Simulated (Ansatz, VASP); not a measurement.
One calculation of Hf3Br2, two programs

```
Hf Br
1.0
     4.44957    0.00000    0.00000
    -2.22478    3.85344    0.00000
     0.00000    0.00000    6.76887
Hf Br
3 2
Cartesian
  0.0000 0.0000 0.0000
  0.0000 2.5690 4.4754
  2.2248 1.2845 2.2935
  0.0000 2.5690 1.7484
  2.2248 1.2845 5.0204
```

Alike in both runs: functional PBE; k mesh 6 × 6 × 4; occupations gaussian, width 0.1 eV; no spin polarisation.

Ansatz relaxed the structure, and its values are those at the end. VASP's run is a single point on that final structure, the one shown.

|  | VASP | Ansatz |
| --- | --- | --- |
| version | VASP 6.6.1 | Ansatz 0.2.0 |
| potentials or method | VASP PAW PBE potentials, release 64 (Hf_pv, Br) | scalar-relativistic, plane waves, PAW |
| plane-wave cutoff (eV) | 520 | 420 |
| valence electrons in the cell | 44 | 92 |

|  | VASP | Ansatz | Ansatz less VASP |
| --- | --- | --- | --- |
| gap on the k mesh at the Fermi level (eV) | none | none | - |
| pressure (GPa) | -0.4 | 0.1 | +0.44 |
| rms of the force components (eV/Å) | 0.010 | 0.010 | +0.0006 |

A gap of «none» marks a metal or a gap that the smearing closes. The two sets of potentials don't hold the same shells in valence.

The runs have no spin-orbit coupling, so splittings on Hf are missing.
